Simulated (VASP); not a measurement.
Au:

```
Au
1.0
     0.00000    2.04000    2.04000
     2.04000    0.00000    2.04000
     2.04000    2.04000    0.00000
Au
1
Direct
  0.00000 0.00000 0.00000
```

The cell was built by a generator and needn't be a form met in nature.

```yaml
Program: VASP 6.6.1
Task: relaxation of cell and atoms
Functional: LDA
Potentials_or_basis: VASP PAW LDA potentials, release 64 (Au)
Cutoff: 600 eV
k_mesh: 18 × 18 × 18
Occupations: methfessel-paxton, width 0.1 eV
Spin: no spin polarisation
```

At the start: pressure -3.7 GPa; volume 16.98 Å³/atom.

Problem. Where does the relaxation end?

Solution. Over 4 steps the energy falls by 4.0 meV/atom and the volume is 16.64 Å³/atom (-2.0 %); space group Fm-3m (No. 225, to 0.05 Å).

Step by step:
```csv
step,energy change (eV),largest force (eV/Å),pressure (GPa),volume (Å³)
1,0.0000,0.0000,-3.67,16.98
2,0.0101,0.0000,7.82,16.04
3,-0.0040,0.0000,-0.09,16.64
4,-0.0040,0.0000,0.01,16.64
```

Final structure:
```
Au
1.0
     0.00000    2.02616    2.02616
     2.02616    0.00000    2.02616
     2.02616    2.02616    0.00000
Au
1
Direct
  0.00000 0.00000 0.00000
```
